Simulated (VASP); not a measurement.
The system is Ba.

```
CELL_PARAMETERS angstrom
-2.51250 2.51250 2.51250
2.51250 -2.51250 2.51250
2.51250 2.51250 -2.51250
ATOMIC_POSITIONS crystal
Ba 0.00000 0.00000 0.00000
```

- Program: VASP 6.6.1
- Task: relaxation of cell and atoms
- Functional: PBEsol
- Potentials or basis: VASP PAW PBE potentials, release 64 (Ba_sv)
- Cutoff: 600 eV
- k mesh: 4 × 4 × 4
- Occupations: gaussian, width 0.1 eV
- Spin: no spin polarisation

At the start: pressure -0.5 GPa; volume 63.44 Å³/atom.

Problem. How do energy, volume and symmetry change on relaxing?

Solution. Over 3 steps the energy falls by 4.7 meV/atom and the volume is 60.30 Å³/atom (-5.0 %); space group Im-3m (No. 229, to 0.05 Å).

The path:
| step | energy change (eV) | largest force (eV/Å) | pressure (GPa) | volume (Å³) |
| --- | --- | --- | --- | --- |
| 1 | 0.0000 | 0.0000 | -0.46 | 63.44 |
| 2 | -0.0036 | 0.0000 | -0.23 | 61.79 |
| 3 | -0.0047 | 0.0000 | 0.00 | 60.30 |

Final structure:
```
Ba
1.0
    -2.47033    2.47033    2.47033
     2.47033   -2.47033    2.47033
     2.47033    2.47033   -2.47033
Ba
1
Direct
  0.00000 0.00000 0.00000
```

Caveat: the k mesh is coarse (spacing up to 0.44 Å⁻¹), so the values aren't converged; the PAW data sets were made with another functional, which shifts forces and pressure a little.
